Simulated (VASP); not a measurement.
Level of theory: revTPSS meta-GGA, VASP's PBE PAW potentials (set 64) (plane waves; VASP).

The input files of a VASP run:

KPOINTS_OPT:
```
k-points along high-symmetry lines
6
Line-mode
Reciprocal
  0.000000   0.000000   0.000000 ! GAMMA
  0.500000  -0.000000   0.000000 ! M

  0.500000  -0.000000   0.000000 ! M
  0.333333   0.333333   0.000000 ! K

  0.333333   0.333333   0.000000 ! K
  0.000000   0.000000   0.000000 ! GAMMA

  0.000000   0.000000   0.000000 ! GAMMA
  0.000000   0.000000   0.500000 ! A

  0.000000   0.000000   0.500000 ! A
  0.500000  -0.000000   0.500000 ! L

  0.500000  -0.000000   0.500000 ! L
  0.333333   0.333333   0.500000 ! H

  0.333333   0.333333   0.500000 ! H
  0.000000   0.000000   0.500000 ! A

  0.500000  -0.000000   0.500000 ! L
  0.500000  -0.000000   0.000000 ! M

  0.333333   0.333333   0.500000 ! H
  0.333333   0.333333   0.000000 ! K
```

### KPOINTS
```
kpoints
0
Gamma
11 11 7
```

POSCAR:
```
PtSe2
10.7456320
  0.1735138327  -0.3005347966   0.0000000000
  0.1735138327   0.3005347966   0.0000000000
  0.0000000000   0.0000000000   0.4999999783
Pt Se
1 2
Cartesian
  0.0000000000   0.0000000000   0.0000000000
  0.1735138327   0.1001784659   0.1207932398
  0.1735138327  -0.1001784659   0.3792067385
```

INCAR:
```
SYSTEM = PtSe2
PREC = Accurate; ENCUT = 520; LREAL = .FALSE.
LASPH = .TRUE.
EDIFF = 1E-7; NELM = 100; ALGO = Normal
LMAXMIX = 6; LMIXTAU = .TRUE.
ISMEAR = -5
METAGGA = RTPSS
ISIF = 2
LWAVE = .FALSE.; LCHARG = .FALSE.; LORBIT = 11
NEDOS = 601
LEFG = .TRUE.
```

POTCAR, in this order: Pt Se (PBE.64 set). Program: vasp_std.

The resulting files:

### OSZICAR
```
       N       E                     dE             d eps       ncg     rms          rms(c)
DAV:   1     0.173605139293E+03    0.17361E+03   -0.10228E+04  2828   0.131E+03
DAV:   2     0.470537104541E+02   -0.12655E+03   -0.12392E+03  3618   0.255E+02
DAV:   3     0.414742087428E+02   -0.55795E+01   -0.55496E+01  3730   0.598E+01
DAV:   4     0.414286137535E+02   -0.45595E-01   -0.45584E-01  3289   0.600E+00
DAV:   5     0.414280938847E+02   -0.51987E-03   -0.51985E-03  3793   0.608E-01    0.134E+01
DAV:   6     0.433725173576E+02    0.19444E+01   -0.17571E+01  2995   0.485E+01    0.895E+00
DAV:   7     0.416170743523E+02   -0.17554E+01   -0.30850E+00  3121   0.201E+01    0.342E+00
DAV:   8     0.416374139288E+02    0.20340E-01   -0.12710E-01  3156   0.323E+00    0.125E+00
DAV:   9     0.416213950036E+02   -0.16019E-01   -0.37839E-02  3093   0.174E+00    0.277E-01
DAV:  10     0.416171335391E+02   -0.42615E-02   -0.36347E-03  3205   0.756E-01    0.157E-01
DAV:  11     0.416207463725E+02    0.36128E-02   -0.37966E-03  2939   0.756E-01    0.684E-02
DAV:  12     0.416164064546E+02   -0.43399E-02   -0.17364E-03  2841   0.543E-01    0.187E-02
DAV:  13     0.416163433213E+02   -0.63133E-04   -0.78786E-05  3695   0.103E-01    0.142E-02
DAV:  14     0.416163430935E+02   -0.22781E-06   -0.25738E-05  2883   0.600E-02    0.426E-03
DAV:  15     0.416163357283E+02   -0.73652E-05   -0.95434E-06  3464   0.403E-02    0.197E-03
DAV:  16     0.416163373477E+02    0.16193E-05   -0.36782E-06  3051   0.258E-02    0.140E-03
DAV:  17     0.416163339756E+02   -0.33721E-05   -0.13608E-06  3156   0.159E-02    0.427E-04
DAV:  18     0.416163336343E+02   -0.34130E-06   -0.55117E-08  2747   0.272E-03    0.337E-04
DAV:  19     0.416163341162E+02    0.48192E-06   -0.51095E-08  1844   0.325E-03    0.145E-04
DAV:  20     0.416163339879E+02   -0.12835E-06   -0.15773E-08  1473   0.154E-03    0.723E-05
DAV:  21     0.416163340260E+02    0.38134E-07   -0.11338E-09  1431   0.309E-04
   1 F= 0.41616334E+02 E0= 0.41616334E+02  d E =0.000000E+00
       N       E                     dE             ncg
```

### OUTCAR
```
------------------------ aborting loop because EDIFF is reached ----------------------------------------
  FORCE on cell =-STRESS in cart. coord.  units (eV):
  Direction    XX          YY          ZZ          XY          YZ          ZX
  --------------------------------------------------------------------------------------
  Total       -0.0100956     -0.0100956      0.0094386      0.0000000      0.0000000     -0.0000000
  in kB       -0.2499877     -0.2499878      0.2337176      0.0000000      0.0000000     -0.0000000
  external PRESSURE =      -0.0887527 kB  Pullay stress =       0.0000000 kB
  volume of cell :       64.70
      direct lattice vectors                 reciprocal lattice vectors
     1.864515793 -3.229436328  0.000000000     0.268166138 -0.154825780  0.000000000
     1.864515793  3.229436328  0.000000000     0.268166138  0.154825780  0.000000000
     0.000000000  0.000000000  5.372815767     0.000000000  0.000000000  0.186122146
 POSITION                                       TOTAL-FORCE (eV/Angst)
 -----------------------------------------------------------------------------------
      0.00000      0.00000      0.00000        -0.000000      0.000000      0.000000
      1.86452      1.07648      1.29800         0.000000     -0.000000     -0.006886
      1.86452     -1.07648      4.07482        -0.000000      0.000000      0.006886
 -----------------------------------------------------------------------------------
    total drift:                               -0.000000      0.000000      0.000000
  FREE ENERGIE OF THE ION-ELECTRON SYSTEM (eV)
  ---------------------------------------------------
  free  energy   TOTEN  =        41.6163340260 eV

  energy  without entropy=       41.6163340260  energy(sigma->0) =       41.61633403

 total charge

# of ion       s       p       d       tot
------------------------------------------
    1        0.696   0.721   7.993   9.410
    2        1.474   2.245   0.061   3.780
    3        1.474   2.245   0.061   3.780
--------------------------------------------------
tot          3.645   5.211   8.114  16.971

 Electric field gradients after diagonalization (V/A^2)
 (convention: |V_zz| > |V_xx| > |V_yy|)
----------------------------------------------------------------------
 ion       V_xx      V_yy      V_zz     asymmetry (V_yy - V_xx)/ V_zz
----------------------------------------------------------------------
   1     -60.397   -60.396   120.793       0.000
   2      33.939    33.939   -67.878       0.000
   3      33.939    33.939   -67.878       0.000
```
(Selected blocks of OUTCAR.)

Without a dispersion term in the relaxation, distances and binding between the weakly bound layers, chains or molecules are unreliable, and so is what depends on them. For a metal the tetrahedron method with Blöchl corrections gives inexact stress and forces.

The compound is PtSe2 in the 1T layered structure. It was relaxed first, which changed the volume by +6 %.
